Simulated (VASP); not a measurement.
# XPS shifts in Re3Pt2, part 2 of 4

Which atoms of Re3Pt2 bind their core electrons more tightly, and does the hole change the order?

VASP 6.6.1, plane waves and PAW; the level of theory is named at each step.

So far: Set-up; Relaxation.

### Step 2. Relaxation (continued)

Level of this step: PBEsol; plane waves and PAW (Pt, Re) (VASP).

The steps of the relaxation:

```csv
step,energy less that of the first step (eV),largest force (eV/Å)
1,0.0000,0.6079
2,-0.1426,0.4218
3,-0.3432,0.2602
4,-0.3428,0.2720
5,-0.3438,0.2746
6,-0.3460,0.2504
7,-0.3572,0.0036
```

The atoms that moved most (Å):

```csv
atom,dx,dy,dz,length
Pt5,0.000,0.000,0.119,0.119
Pt6,0.000,0.000,0.119,0.119
Pt7,0.000,0.000,0.119,0.119
Pt8,0.000,0.000,0.119,0.119
Pt1,0.000,0.000,-0.119,0.119
Pt2,0.000,0.000,-0.119,0.119
Pt3,0.000,0.000,-0.119,0.119
Pt4,0.000,0.000,-0.119,0.119
```

Final coordinates:

```xyz
20
Lattice="5.5400 0.0000 0.0000 2.7700 4.7978 0.0000 0.0000 0.0000 22.9600" Properties=species:S:1:pos:R:3
Pt    0.0000    0.0000   15.8407
Pt    2.7700    0.0000   15.8407
Pt    1.3850    2.3989   15.8407
Pt    4.1550    2.3989   15.8407
Pt    0.0000    0.0000    7.1193
Pt    2.7700    0.0000    7.1193
Pt    1.3850    2.3989    7.1193
Pt    4.1550    2.3989    7.1193
Re    5.5400    1.5993   13.6613
Re    2.7700    1.5993   13.6613
Re    6.9250    3.9982   13.6613
Re    4.1550    3.9982   13.6613
Re    0.0000    0.0000   11.4800
Re    2.7700    0.0000   11.4800
Re    1.3850    2.3989   11.4800
Re    4.1550    2.3989   11.4800
Re    5.5400    1.5993    9.2987
Re    2.7700    1.5993    9.2987
Re    6.9250    3.9982    9.2987
Re    4.1550    3.9982    9.2987
```

Numbers from this step:

```yaml
free_energy_toten: -212.0225 eV
energy_at_zero_smearing: -211.9486 eV
fermi_energy: 1.737 eV
```

The forces on the free atoms are under 0.05 eV/Å.

### Step 3. Initial state

The cell without a hole gives, with ICORELEVEL = 1, the Kohn-Sham core levels of the initial state.

INCAR reads:

```
SYSTEM = Re3Pt2
PREC = Normal
ENCUT = 330
EDIFF = 1E-05
NELM = 120
ISMEAR = 0
SIGMA = 0.1
LREAL = Auto
ALGO = Fast
GGA = PS
NBANDS = 102
LASPH = .TRUE.
LORBIT = 11
LWAVE = .FALSE.
LCHARG = .FALSE.
KPAR = 2
NCORE = 4
ICORELEVEL = 1
ISIF = 0
LVHAR = .TRUE.
```

POSCAR reads:

```
Re3Pt2
1.0
    5.5400000000      0.0000000000      0.0000000000
    2.7700000000      4.7977807370      0.0000000000
    0.0000000000      0.0000000000     22.9600000000
Pt Re
8 12
Direct
    0.0000000000      0.0000000000      0.6899240454
    0.5000000000      0.0000000000      0.6899240454
    0.0000000000      0.5000000000      0.6899240454
    0.5000000000      0.5000000000      0.6899240454
    0.0000000000      0.0000000000      0.3100759546
    0.5000000000      0.0000000000      0.3100759546
    0.0000000000      0.5000000000      0.3100759546
    0.5000000000      0.5000000000      0.3100759546
    0.8333333330      0.3333333330      0.5950050472
    0.3333333330      0.3333333330      0.5950050472
    0.8333333330      0.8333333330      0.5950050472
    0.3333333330      0.8333333330      0.5950050472
    0.0000000000      0.0000000000      0.5000000000
    0.5000000000      0.0000000000      0.5000000000
    0.0000000000      0.5000000000      0.5000000000
    0.5000000000      0.5000000000      0.5000000000
    0.8333333330      0.3333333330      0.4049949528
    0.3333333330      0.3333333330      0.4049949528
    0.8333333330      0.8333333330      0.4049949528
    0.3333333330      0.8333333330      0.4049949528
```

KPOINTS reads:

```
Automatic mesh
0
Gamma
4 4 1
0 0 0
```

PAW data sets: Pt and Re (PBE family, release 64).

On the command line:

```bash
$ mpirun -np 8 vasp_std
```

Log:

```text
[banner, memory and clock lines left out]
running    8 mpi-ranks, on    1 nodes
 distrk:  each k-point on    4 cores,    2 groups
 distr:  one band on    4 cores,    1 groups

 POSCAR found type information on POSCAR PtRe
 POSCAR found :  2 types and      20 ions
 [... a notice as in an earlier step ...]

 LDA part: xc-table for (Slater+PW92), standard interpolation
 POSCAR, INCAR and KPOINTS ok, starting setup
 FFT: planning ... GRIDC
 FFT: planning ... GRID_SOFT
 FFT: planning ... GRID
 WAVECAR not read
 entering main loop
       N       E                     dE             d eps       ncg     rms          rms(c)
DAV:   1     0.181479521584E+04    0.18148E+04   -0.46919E+04  1256   0.127E+03
DAV:   2     0.167843975182E+03   -0.16470E+04   -0.14946E+04  1512   0.134E+03
DAV:   3    -0.167846417438E+03   -0.33569E+03   -0.31244E+03  1520   0.490E+02
DAV:   4    -0.215351531815E+03   -0.47505E+02   -0.42156E+02  1352   0.196E+02
DAV:   5    -0.227468400194E+03   -0.12117E+02   -0.11442E+02  1608   0.501E+01    0.114E+02
RMM:   6    -0.248675221909E+03   -0.21207E+02   -0.17809E+02  1323   0.618E+01    0.662E+01
RMM:   7    -0.297415767390E+03   -0.48741E+02   -0.27064E+02  1538   0.123E+02    0.468E+01
RMM:   8    -0.225653405136E+03    0.71762E+02   -0.75227E+01  1199   0.757E+01    0.235E+01
RMM:   9    -0.213937515769E+03    0.11716E+02   -0.30957E+01  1165   0.303E+01    0.131E+01
RMM:  10    -0.211699059535E+03    0.22385E+01   -0.15824E+01  1322   0.151E+01    0.959E+00
RMM:  11    -0.212414626006E+03   -0.71557E+00   -0.19257E+00  1147   0.114E+01    0.819E+00
RMM:  12    -0.211917624900E+03    0.49700E+00   -0.27214E+00  1400   0.481E+00    0.458E+00
RMM:  13    -0.211980844584E+03   -0.63220E-01   -0.15031E+00  1546   0.218E+00    0.356E+00
RMM:  14    -0.211960088241E+03    0.20756E-01   -0.78003E-01  1501   0.187E+00    0.280E+00
RMM:  15    -0.212019614361E+03   -0.59526E-01   -0.51307E-01  1501   0.138E+00    0.247E+00
RMM:  16    -0.211978961297E+03    0.40653E-01   -0.39246E-01  1411   0.169E+00    0.741E-01
RMM:  17    -0.211998306071E+03   -0.19345E-01   -0.27741E-01  1479   0.103E+00    0.289E-01
RMM:  18    -0.212011036574E+03   -0.12731E-01   -0.13120E-01  1607   0.596E-01    0.339E-01
RMM:  19    -0.212016833100E+03   -0.57965E-02   -0.73680E-02  1539   0.453E-01    0.322E-01
RMM:  20    -0.212018116206E+03   -0.12831E-02   -0.29928E-02  1283   0.593E-01    0.352E-01
RMM:  21    -0.212021556312E+03   -0.34401E-02   -0.26835E-02  1367   0.705E-01    0.377E-01
RMM:  22    -0.212021859408E+03   -0.30310E-03   -0.15733E-02  1397   0.246E-01    0.322E-01
RMM:  23    -0.212021516280E+03    0.34313E-03   -0.79062E-03  1318   0.216E-01    0.232E-01
RMM:  24    -0.212021375615E+03    0.14066E-03   -0.64037E-03  1290   0.308E-01    0.756E-02
RMM:  25    -0.212021869058E+03   -0.49344E-03   -0.52001E-03  1347   0.148E-01    0.575E-02
RMM:  26    -0.212022016291E+03   -0.14723E-03   -0.18198E-03   932   0.156E-01    0.106E-01
RMM:  27    -0.212022198251E+03   -0.18196E-03   -0.18253E-03   970   0.155E-01    0.911E-02
RMM:  28    -0.212022256562E+03   -0.58310E-04   -0.72609E-04   926   0.194E-01    0.776E-02
RMM:  29    -0.212022334886E+03   -0.78325E-04   -0.72135E-04   933   0.119E-01    0.638E-02
RMM:  30    -0.212022359306E+03   -0.24419E-04   -0.31565E-04   789   0.107E-01    0.263E-02
RMM:  31    -0.212022394019E+03   -0.34713E-04   -0.26137E-04   801   0.118E-01    0.245E-02
RMM:  32    -0.212022403817E+03   -0.97982E-05   -0.16049E-04   771   0.123E-01    0.438E-02
RMM:  33    -0.212022417544E+03   -0.13728E-04   -0.14202E-04   827   0.131E-01    0.174E-02
RMM:  34    -0.212022427271E+03   -0.97268E-05   -0.90300E-05   792   0.120E-01
   1 F= -.21202243E+03 E0= -.21194857E+03  d E =-.147721E+00
```

Wall time 27 s (8 MPI ranks of Intel Xeon 6975P-C (Granite Rapids), shared host); peak memory 1.5 GiB; 3.5 min of CPU time.

Parts of OUTCAR (step 3):

```text
The static configuration has the point symmetry D_3h.

 Found      4 irreducible k-points:

   NELECT =     164.0000    total number of electrons

 the core state eigenenergies are
   1-  1s -78396.8527  2s -13766.5008  2p -11926.7713  3s  -3230.3433  3p  -2694.8438
       3d  -2115.2189  4s   -690.6274  4p   -515.0691  4d   -302.1412  4f    -65.5465
       5s    -96.9778  5p    -51.0659
   2-  1s -78396.8527  2s -13766.5008  2p -11926.7713  3s  -3230.3433  3p  -2694.8438
       3d  -2115.2189  4s   -690.6274  4p   -515.0691  4d   -302.1412  4f    -65.5465
       5s    -96.9778  5p    -51.0659
   3-  1s -78396.8527  2s -13766.5008  2p -11926.7713  3s  -3230.3433  3p  -2694.8438
       3d  -2115.2189  4s   -690.6274  4p   -515.0691  4d   -302.1412  4f    -65.5465
       5s    -96.9778  5p    -51.0659
   4-  1s -78396.8527  2s -13766.5008  2p -11926.7713  3s  -3230.3433  3p  -2694.8438
       3d  -2115.2189  4s   -690.6274  4p   -515.0691  4d   -302.1412  4f    -65.5465
       5s    -96.9778  5p    -51.0659
   5-  1s -78396.8527  2s -13766.5008  2p -11926.7713  3s  -3230.3433  3p  -2694.8438
       3d  -2115.2189  4s   -690.6274  4p   -515.0691  4d   -302.1412  4f    -65.5465
       5s    -96.9778  5p    -51.0659
   6-  1s -78396.8527  2s -13766.5008  2p -11926.7713  3s  -3230.3433  3p  -2694.8438
       3d  -2115.2189  4s   -690.6274  4p   -515.0691  4d   -302.1412  4f    -65.5465
       5s    -96.9778  5p    -51.0659
   7-  1s -78396.8527  2s -13766.5008  2p -11926.7713  3s  -3230.3433  3p  -2694.8438
       3d  -2115.2189  4s   -690.6274  4p   -515.0691  4d   -302.1412  4f    -65.5465
       5s    -96.9778  5p    -51.0659
   8-  1s -78396.8527  2s -13766.5008  2p -11926.7713  3s  -3230.3433  3p  -2694.8438
       3d  -2115.2189  4s   -690.6274  4p   -515.0691  4d   -302.1412  4f    -65.5465
       5s    -96.9778  5p    -51.0659
   9-  1s -71628.7011  2s -12411.9474  2p -10828.2423  3s  -2868.6580  3p  -2401.8990
       3d  -1873.6470  4s   -593.4335  4p   -440.3793  4d   -248.5716  4f    -35.6722
       5s    -78.3919  5p    -40.2045
  10-  1s -71628.7011  2s -12411.9474  2p -10828.2423  3s  -2868.6580  3p  -2401.8990
       3d  -1873.6470  4s   -593.4335  4p   -440.3793  4d   -248.5716  4f    -35.6722
       5s    -78.3919  5p    -40.2045
  11-  1s -71628.7011  2s -12411.9474  2p -10828.2423  3s  -2868.6580  3p  -2401.8990
       3d  -1873.6470  4s   -593.4335  4p   -440.3793  4d   -248.5716  4f    -35.6722
       5s    -78.3919  5p    -40.2045
  12-  1s -71628.7011  2s -12411.9474  2p -10828.2423  3s  -2868.6580  3p  -2401.8990
       3d  -1873.6470  4s   -593.4335  4p   -440.3793  4d   -248.5716  4f    -35.6722
       5s    -78.3919  5p    -40.2045
  13-  1s -71628.1540  2s -12411.4233  2p -10827.7162  3s  -2868.1531  3p  -2401.3942
       3d  -1873.1404  4s   -592.9574  4p   -439.9063  4d   -248.1025  4f    -35.2136
       5s    -77.9913  5p    -39.8337
[...]
3d  -1873.6470  4s   -593.4335  4p   -440.3793  4d   -248.5716  4f    -35.6722
       5s    -78.3919  5p    -40.2045

 E-fermi :   1.7357

 k-point     1 :       0.0000    0.0000    0.0000
  band No.  band energies     occupation
    ...
     68       0.8530      2.00000
     69       0.8530      2.00000
     70       0.9512      2.00000
     71       0.9512      2.00000
     72       1.5889      1.96211
     73       1.8301      0.18186
     74       1.8301      0.18186
     75       1.8301      0.18185
     76       1.8553      0.09094
     77       1.8553      0.09094
    ...

 k-point     2 :       0.2500    0.0000    0.0000
  band No.  band energies     occupation
    ...
     76       1.0282      2.00000
     77       1.1120      2.00000
     78       1.2248      2.00000
     79       1.2523      2.00000
     80       1.6449      1.80099
     81       2.0190      0.00006
     82       2.0190      0.00006
     83       2.2321      0.00000
     84       2.3329      0.00000
     85       2.3329      0.00000
    ...

 POSITION                                       TOTAL-FORCE (eV/Angst)
 -----------------------------------------------------------------------------------
      0.00000      0.00000     15.84066        -0.000000     -0.000000      0.008841
      2.77000      0.00000     15.84066        -0.000000      0.000000      0.008841
      1.38500      2.39889     15.84066         0.000000     -0.000000      0.008841
      4.15500      2.39889     15.84066        -0.000000      0.000000      0.008841
      0.00000      0.00000      7.11934        -0.000000     -0.000000     -0.008841
      2.77000      0.00000      7.11934         0.000000     -0.000000     -0.008841
      1.38500      2.39889      7.11934         0.000000     -0.000000     -0.008841
      4.15500      2.39889      7.11934        -0.000000     -0.000000     -0.008841
      5.54000      1.59926     13.66132         0.000000      0.000000     -0.000795
      2.77000      1.59926     13.66132        -0.000000     -0.000000     -0.000795
      6.92500      3.99815     13.66132         0.000000      0.000000     -0.000795
      4.15500      3.99815     13.66132         0.000000     -0.000000     -0.000795
      0.00000      0.00000     11.48000         0.000000      0.000000      0.000000
      2.77000      0.00000     11.48000         0.000000      0.000000      0.000000
      1.38500      2.39889     11.48000         0.000000      0.000000      0.000000
      4.15500      2.39889     11.48000         0.000000      0.000000      0.000000
      5.54000      1.59926      9.29868         0.000000     -0.000000      0.000795
      2.77000      1.59926      9.29868        -0.000000      0.000000      0.000795
      6.92500      3.99815      9.29868         0.000000      0.000000      0.000795
      4.15500      3.99815      9.29868         0.000000     -0.000000      0.000795
 -----------------------------------------------------------------------------------
    total drift:                                0.000001      0.000000     -0.000000

  FREE ENERGIE OF THE ION-ELECTRON SYSTEM (eV)
  ---------------------------------------------------
  free  energy   TOTEN  =      -212.0224272710 eV

  energy  without entropy=     -211.8747058535  energy(sigma->0) =     -211.94856656

 total charge
# of ion       s       p       d       tot
------------------------------------------
    1        0.697   0.545   8.012   9.254
    2        0.697   0.545   8.012   9.254
    3        0.697   0.545   8.012   9.254
    4        0.697   0.545   8.012   9.254
    5        0.697   0.545   8.012   9.254
    6        0.697   0.545   8.012   9.254
    7        0.697   0.545   8.012   9.254
    8        0.697   0.545   8.012   9.254
    9        0.611   0.629   4.854   6.095
   10        0.611   0.629   4.854   6.095
   11        0.611   0.629   4.854   6.095
   12        0.611   0.629   4.854   6.095
   13        0.621   0.701   4.915   6.237
   14        0.621   0.701   4.915   6.237
   15        0.621   0.701   4.915   6.237
   16        0.621   0.701   4.915   6.237
   17        0.611   0.629   4.854   6.095
   18        0.611   0.629   4.854   6.095
   19        0.611   0.629   4.854   6.095
   20        0.611   0.629   4.854   6.095
--------------------------------------------------
tot         12.951  12.201 122.589 147.741

[... 7 parts as in an earlier step ...]

[... 3 further parts left out ...]
```

These are scalar-relativistic Kohn-Sham levels of the ground state, with no core hole, so they are not binding energies.

This step gave:

* free energy (TOTEN): -212.0224 eV
* Fermi energy: 1.736 eV

The two shallowest core shells; atoms whose shallowest level rounds to another's at 0.01 eV are left out. Core levels, by row:

```csv
atom,shell,level below the Fermi level (eV)
Pt1,4f,67.28
Pt1,5p,52.8
Re9,5p,41.94
Re9,4f,37.41
Re13,5p,41.57
Re13,4f,36.95
```

(Part 2 of 4 ends here.)

[Lines on the potential files, build, host, timing and source positions are cut from VASP's logs without a mark.]

[Logs are printed without paths, hosts, clocks, repeated set-up lines and the standing remarks that a program may print on its own settings, such as how far it seeks lower states.]

[Hosts, paths, dates, database ids (printed as entryN), source tags and the programs' standing remarks are cut or masked in the printed files.]
